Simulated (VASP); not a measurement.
Here is the system:

```
SrTiO3
1.0
    3.91474     0.00000     0.00000
    0.00000     3.91474     0.00000
    0.00000     0.00000     3.91474
Sr Ti O
1 1 3
Direct
  0.50000   0.50000   0.50000
  0.00000   0.00000   0.00000
  0.50000   0.00000   0.00000
  0.00000   0.50000   0.00000
  0.00000   0.00000   0.50000
```

All values below come from PBE GGA with D3 dispersion (Becke-Johnson damping), VASP's PBE PAW potentials (set 64) (plane waves; VASP 6.6.1). Numerical set-up: 520 eV cut-off, 6×6×6 Γ-centred mesh, tetrahedra with Blöchl corrections, potentials Sr_sv Ti_sv O.

**Question.** Estimate the energy per atom (σ→0), band gap (on the k-mesh) with the smallest direct gap where there is one.

**Answer.** 
The band gap (on the k-mesh) is 1.84 eV and the smallest direct gap (on the k-mesh) comes out as 2.20 eV. The energy per atom (σ→0) is -8.281 eV/atom.

Total energies compare only between runs with the same potentials, cut-off and functional.

The structure comes from a measured SrTiO3 entry (Pm-3m) of the Crystallography Open Database, whose conditions weren't checked. It was relaxed first.
